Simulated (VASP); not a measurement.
# Fe (Im-3m) in VASP: band structure with LDA

Aim: the band structure of Fe with LDA.

All numbers are computed with VASP 6.6.1; they aren't measurements. Logs are shortened: lines on timing, memory, paths and dates and some standing lists are left out, and cuts for length are marked.

## (1) Starting point

Symmetry: Im-3m, No. 229, cubic system. The conventional cell has a = 2.746 Å, b = 2.746 Å, c = 2.746 Å, α = 90.00°, β = 90.00°, γ = 90.00°. Around Fe (site symmetry m-3m) lie 8 Fe at 2.38 Å.

## (2) Band structure, LDA, collinear spin, ferromagnetic start

Input file INCAR:

```
ALGO = Normal ; AMIX = 0.2
AMIX_MAG = 0.8 ; BMIX = 1E-4
BMIX_MAG = 1E-4 ; EDIFF = 1E-7
ENCUT = 520 ; ICORELEVEL = 1
ISIF = 2 ; ISMEAR = 1
ISPIN = 2 ; LASPH = T
LCHARG = F ; LMAXMIX = 4
LORBIT = 11 ; LREAL = F
LWAVE = F ; MAGMOM = 4
NBANDS = 14 ; NELM = 150
PREC = Accurate ; SIGMA = 0.1
```

Input file KPOINTS:

```
k-points
0
Gamma
  18 18 18
```

Input file POSCAR:

```
Fe                                      
1.0
   -1.3731940337      1.3731940337      1.3731940337
    1.3731940337     -1.3731940337      1.3731940337
    1.3731940337      1.3731940337     -1.3731940337
  Fe            
     1
Direct
     0.0000000000000000    0.0000000000000000    0.0000000000000000
```

Input file KPOINTS_OPT:

```
explicit points
94
Reciprocal
 0.0000000000  0.0000000000  0.0000000000 1
 0.0357142857 -0.0357142857  0.0357142857 1
 0.0714285714 -0.0714285714  0.0714285714 1
 0.1071428571 -0.1071428571  0.1071428571 1
 0.1428571429 -0.1428571429  0.1428571429 1
 0.1785714286 -0.1785714286  0.1785714286 1
 0.2142857143 -0.2142857143  0.2142857143 1
 0.2500000000 -0.2500000000  0.2500000000 1
 0.2857142857 -0.2857142857  0.2857142857 1
 0.3214285714 -0.3214285714  0.3214285714 1
 0.3571428571 -0.3571428571  0.3571428571 1
 0.3928571429 -0.3928571429  0.3928571429 1
 0.4285714286 -0.4285714286  0.4285714286 1
 0.4642857143 -0.4642857143  0.4642857143 1
 0.5000000000 -0.5000000000  0.5000000000 1
 0.5000000000 -0.5000000000  0.5000000000 1
 0.4642857143 -0.4642857143  0.5000000000 1
 0.4285714286 -0.4285714286  0.5000000000 1
 0.3928571429 -0.3928571429  0.5000000000 1
 0.3571428571 -0.3571428571  0.5000000000 1
 0.3214285714 -0.3214285714  0.5000000000 1
 0.2857142857 -0.2857142857  0.5000000000 1
 0.2500000000 -0.2500000000  0.5000000000 1
 0.2142857143 -0.2142857143  0.5000000000 1
 0.1785714286 -0.1785714286  0.5000000000 1
 0.1428571429 -0.1428571429  0.5000000000 1
 0.1071428571 -0.1071428571  0.5000000000 1
 0.0714285714 -0.0714285714  0.5000000000 1
 0.0357142857 -0.0357142857  0.5000000000 1
 0.0000000000  0.0000000000  0.5000000000 1
 0.0000000000  0.0000000000  0.5000000000 1
 0.0000000000  0.0000000000  0.4642857143 1
 0.0000000000  0.0000000000  0.4285714286 1
 0.0000000000  0.0000000000  0.3928571429 1
 0.0000000000  0.0000000000  0.3571428571 1
 0.0000000000  0.0000000000  0.3214285714 1
 0.0000000000  0.0000000000  0.2857142857 1
 0.0000000000  0.0000000000  0.2500000000 1
 0.0000000000  0.0000000000  0.2142857143 1
 0.0000000000  0.0000000000  0.1785714286 1
 0.0000000000  0.0000000000  0.1428571429 1
 0.0000000000  0.0000000000  0.1071428571 1
 0.0000000000  0.0000000000  0.0714285714 1
 0.0000000000  0.0000000000  0.0357142857 1
 0.0000000000  0.0000000000  0.0000000000 1
 0.0000000000  0.0000000000  0.0000000000 1
 0.0178571429  0.0178571429  0.0178571429 1
 0.0357142857  0.0357142857  0.0357142857 1
 0.0535714286  0.0535714286  0.0535714286 1
 0.0714285714  0.0714285714  0.0714285714 1
 0.0892857143  0.0892857143  0.0892857143 1
 0.1071428571  0.1071428571  0.1071428571 1
 0.1250000000  0.1250000000  0.1250000000 1
 0.1428571429  0.1428571429  0.1428571429 1
 0.1607142857  0.1607142857  0.1607142857 1
 0.1785714286  0.1785714286  0.1785714286 1
 0.1964285714  0.1964285714  0.1964285714 1
 0.2142857143  0.2142857143  0.2142857143 1
 0.2321428571  0.2321428571  0.2321428571 1
 0.2500000000  0.2500000000  0.2500000000 1
 0.2500000000  0.2500000000  0.2500000000 1
 0.2678571429  0.1964285714  0.2678571429 1
 0.2857142857  0.1428571429  0.2857142857 1
 0.3035714286  0.0892857143  0.3035714286 1
 0.3214285714  0.0357142857  0.3214285714 1
 0.3392857143 -0.0178571429  0.3392857143 1
 0.3571428571 -0.0714285714  0.3571428571 1
 0.3750000000 -0.1250000000  0.3750000000 1
 0.3928571429 -0.1785714286  0.3928571429 1
 0.4107142857 -0.2321428571  0.4107142857 1
 0.4285714286 -0.2857142857  0.4285714286 1
 0.4464285714 -0.3392857143  0.4464285714 1
 0.4642857143 -0.3928571429  0.4642857143 1
 0.4821428571 -0.4464285714  0.4821428571 1
 0.5000000000 -0.5000000000  0.5000000000 1
 0.2500000000  0.2500000000  0.2500000000 1
 0.2321428571  0.2321428571  0.2678571429 1
 0.2142857143  0.2142857143  0.2857142857 1
 0.1964285714  0.1964285714  0.3035714286 1
 0.1785714286  0.1785714286  0.3214285714 1
 0.1607142857  0.1607142857  0.3392857143 1
 0.1428571429  0.1428571429  0.3571428571 1
 0.1250000000  0.1250000000  0.3750000000 1
 0.1071428571  0.1071428571  0.3928571429 1
 0.0892857143  0.0892857143  0.4107142857 1
 0.0714285714  0.0714285714  0.4285714286 1
 0.0535714286  0.0535714286  0.4464285714 1
 0.0357142857  0.0357142857  0.4642857143 1
 0.0178571429  0.0178571429  0.4821428571 1
 0.0000000000  0.0000000000  0.5000000000 1
 0.0000000000  0.0000000000  0.0000000000 1
 0.5000000000 -0.5000000000  0.5000000000 1
 0.2500000000  0.2500000000  0.2500000000 1
 0.0000000000  0.0000000000  0.5000000000 1
```

Potentials or basis: VASP PAW LDA potentials, release 64 (Fe).

Started as:

```bash
$ cat potpaw_LDA.64/Fe/POTCAR > POTCAR
$ mpirun -np 1 vasp_std > vasp.out
```

OUTCAR:

```text
AMIX = 0.2
   AMIX_MAG = 0.8
   EDIFF = 1E-7
   ENCUT = 520
   ISIF = 2
   ISMEAR = 1
   ISPIN = 2
   LASPH = T
   LORBIT = 11
   LREAL = F
   NELM = 150
   PREC = Accurate

 ion  position               nearest neighbor table
   1  0.000  0.000  0.000-

  LATTYP: Found a body centered cubic cell.
 ALAT       =     2.7463880674

  Lattice vectors:

 A1 = (  -1.3731940337,   1.3731940337,   1.3731940337)
 A2 = (   1.3731940337,  -1.3731940337,   1.3731940337)
 A3 = (   1.3731940337,   1.3731940337,  -1.3731940337)

Analysis of symmetry for initial positions (statically):
=====================================================================
 Subroutine PRICEL returns:
 Original cell was already a primitive cell.

 Routine SETGRP: Setting up the symmetry group for a
 body centered cubic supercell.

 Subroutine GETGRP returns: Found 48 space group operations
 (whereof 48 operations were pure point group operations)
 out of a pool of 48 trial point group operations.

The static configuration has the point symmetry O_h .

Analysis of symmetry for dynamics (positions and initial velocities):
=====================================================================
 Subroutine PRICEL returns:
 Original cell was already a primitive cell.

 Routine SETGRP: Setting up the symmetry group for a
 body centered cubic supercell.

 Subroutine GETGRP returns: Found 48 space group operations
 (whereof 48 operations were pure point group operations)
 out of a pool of 48 trial point group operations.

The dynamic configuration has the point symmetry O_h .

Analysis of structural, dynamic, and magnetic symmetry:
=====================================================================
 Subroutine PRICEL returns:
 Original cell was already a primitive cell.

 Routine SETGRP: Setting up the symmetry group for a
 body centered cubic supercell.

 Subroutine GETGRP returns: Found 48 space group operations
 (whereof 48 operations were pure point group operations)
 out of a pool of 48 trial point group operations.

The overall configuration has the point symmetry O_h .

 Subroutine INISYM returns: Found 48 space group operations
 (whereof 48 operations are pure point group operations),
 and found     1 'primitive' translations

----------------------------------------------------------------------------------------

                                     Primitive cell

  volume of cell :      10.3575

  direct lattice vectors                    reciprocal lattice vectors
    -1.373194034  1.373194034  1.373194034     0.000000000  0.364114603  0.364114603
     1.373194034 -1.373194034  1.373194034     0.364114603  0.000000000  0.364114603
     1.373194034  1.373194034 -1.373194034     0.364114603  0.364114603  0.000000000

  length of vectors
     2.378441835  2.378441835  2.378441835     0.514935809  0.514935809  0.514935809
[... 131 lines left out ...]

 E-fermi :   6.7667     XC(G=0): -13.9468

 val. band max:        6.7564137269   @ k =  -0.3889   0.4444   0.2778
 cond. band min:       6.7733841073   @ k =  -0.2778   0.2778   0.1667
 fundamental gap:      0.0169703804
 Fermi energy:         6.7666842252

 spin component 1

 k-point     1 :       0.0000    0.0000    0.0000
  band No.  band energies     occupation
      1      -2.3656      1.00000
      2       4.2472      1.00000
      3       4.2472      1.00000
      4       4.2472      1.00000
      5       5.8056      1.00000
      6       5.8056      1.00000
      7      32.4754      0.00000
      8      32.4754      0.00000
      9      32.4754      0.00000
     10      38.2493      0.00000
     11      38.2493      0.00000
     12      40.9564      0.00000
     13      40.9564      0.00000
     14      40.9564      0.00000
[... 257 lines left out ...]
  band No.  band energies     occupation
      1       1.3296      1.00000
      2       3.0665      1.00000
      3       5.4315      1.00000
      4       5.8563      1.00000
      5       6.3150      1.00000
      6       7.5317     -0.00000
      7      16.4782      0.00000
      8      25.6031      0.00000
      9      28.1910      0.00000
     10      32.1585      0.00000
     11      36.4651      0.00000
     12      41.9181      0.00000
     13      45.6271      0.00000

 Fermi energy:         6.7666842252

 spin component 2

 k-point     1 :       0.0000    0.0000    0.0000
  band No.  band energies     occupation
      1      -1.9872      1.00000
      2       5.8282      1.00000
      3       5.8282      1.00000
      4       5.8282      1.00000
      5       7.9015     -0.00000
      6       7.9016     -0.00000
      7      32.6549      0.00000
      8      32.6549      0.00000
      9      32.6549      0.00000
     10      38.7306      0.00000
     11      38.7306      0.00000
     12      41.7393      0.00000
     13      41.7393      0.00000
     14      41.7393      0.00000
[... 377 lines left out ...]
      1       2.6473      1.00000
      2       4.4802      1.00000
      3       6.1968      1.00000
      4       7.7575     -0.00000
      5       8.3740     -0.00000
      6      10.0805      0.00000
      7      16.8744      0.00000
      8      24.4080      0.00000
      9      27.9875      0.00000
     10      33.5577      0.00000
     11      39.0198      0.00000
     12      41.2370      0.00000
     13      47.9854      0.00000
     14      51.1367      0.00000

 [... further k-points ...]

------------------------ aborting loop because EDIFF is reached ----------------------------------------

  FORCE on cell =-STRESS in cart. coord.  units (eV):
  Direction    XX          YY          ZZ          XY          YZ          ZX
  --------------------------------------------------------------------------------------
  -------------------------------------------------------------------------------------
  Total        0.0024182      0.0024182      0.0024182     -0.0000000     -0.0000000      0.0000000
  in kB        0.3740668      0.3740668      0.3740668     -0.0000000     -0.0000000      0.0000000
  external PRESSURE =       0.3740668 kB  Pullay stress =       0.0000000 kB

 VOLUME and BASIS-vectors are now :
 -----------------------------------------------------------------------------
  energy-cutoff  :      520.00
  volume of cell :       10.36
      direct lattice vectors                 reciprocal lattice vectors
    -1.373194034  1.373194034  1.373194034     0.000000000  0.364114603  0.364114603
     1.373194034 -1.373194034  1.373194034     0.364114603  0.000000000  0.364114603
     1.373194034  1.373194034 -1.373194034     0.364114603  0.364114603  0.000000000

 POSITION                                       TOTAL-FORCE (eV/Angst)
 -----------------------------------------------------------------------------------
      0.00000      0.00000      0.00000         0.000000     -0.000000      0.000000
 -----------------------------------------------------------------------------------
    total drift:                                0.000000      0.000000      0.000000

  FREE ENERGIE OF THE ION-ELECTRON SYSTEM (eV)
  ---------------------------------------------------
  free  energy   TOTEN  =        -9.2245175961 eV

  energy  without entropy=       -9.2248278421  energy(sigma->0) =       -9.22462101

 total charge

# of ion       s       p       d       tot
------------------------------------------
    1        0.529   0.622   6.336   7.486

 magnetization (x)

# of ion       s       p       d       tot
------------------------------------------
    1       -0.009  -0.031   1.958   1.918
```

It took 56 s on 1 thread of Intel Xeon Platinum 8259CL at 2.50GHz (Skylake/Cascade Lake), shared host; peak memory 0.19 GiB.

What came out:

```
Free energy                                           : -9.2245 eV
Pressure                                              : 0.0 GPa
Band gap along the path                               : none (metal or under the smearing width)
Net moment                                            : 1.95 μB per cell
Site moments                                          : Fe +1.92 μB
Valence electrons inside the program's atomic spheres : Fe 7.49
```

Levels at the corners of the path, in eV from the Fermi level:
Spin up:
```csv
point,band 1,band 2,band 3,band 4,band 5,band 6,band 7,band 8,band 9,band 10
Γ,-9.13,-2.52,-2.52,-2.52,-0.96,-0.96,25.71,25.71,25.71,31.48
H,-5.41,-5.41,0.31,0.31,0.31,10.42,10.42,10.42,16.62,16.62
H,-5.41,-5.41,0.31,0.31,0.31,10.42,10.42,10.42,16.62,16.62
N,-5.51,-3.79,-0.92,-0.73,0.35,0.63,8.18,18.97,21.49,24.74
N,-5.51,-3.79,-0.92,-0.73,0.35,0.63,8.18,18.97,21.49,24.74
Γ,-9.13,-2.52,-2.52,-2.52,-0.96,-0.96,25.71,25.71,25.71,31.48
Γ,-9.13,-2.52,-2.52,-2.52,-0.96,-0.96,25.71,25.71,25.71,31.48
P,-3.62,-3.62,-3.62,-0.68,-0.68,9.23,9.23,9.23,11.86,40.58
P,-3.62,-3.62,-3.62,-0.68,-0.68,9.23,9.23,9.23,11.86,40.58
H,-5.41,-5.41,0.31,0.31,0.31,10.42,10.42,10.42,16.62,16.62
P,-3.62,-3.62,-3.62,-0.68,-0.68,9.23,9.23,9.23,11.86,40.58
N,-5.51,-3.79,-0.92,-0.73,0.35,0.63,8.18,18.97,21.49,24.74
```
Spin down:
```tsv
point	band 1	band 2	band 3	band 4	band 5	band 6	band 7	band 8
Γ	-8.75	-0.94	-0.94	-0.94	1.13	1.13	25.89	25.89
H	-3.98	-3.98	2.11	2.11	2.11	10.87	10.87	10.87
H	-3.98	-3.98	2.11	2.11	2.11	10.87	10.87	10.87
N	-4.39	-2.36	0.73	1.05	1.42	2.46	9.41	19.29
N	-4.39	-2.36	0.73	1.05	1.42	2.46	9.41	19.29
Γ	-8.75	-0.94	-0.94	-0.94	1.13	1.13	25.89	25.89
Γ	-8.75	-0.94	-0.94	-0.94	1.13	1.13	25.89	25.89
P	-2.39	-2.39	-2.39	1.48	1.48	10.17	10.17	10.17
P	-2.39	-2.39	-2.39	1.48	1.48	10.17	10.17	10.17
H	-3.98	-3.98	2.11	2.11	2.11	10.87	10.87	10.87
P	-2.39	-2.39	-2.39	1.48	1.48	10.17	10.17	10.17
N	-4.39	-2.36	0.73	1.05	1.42	2.46	9.41	19.29
```

Core levels (eV, on the scale of the bands):
| atom | levels |
| --- | --- |
| 1 Fe | 1s -6950.9, 2s -802.7, 2p -683.7, 3s -79.3, 3p -45.9 |
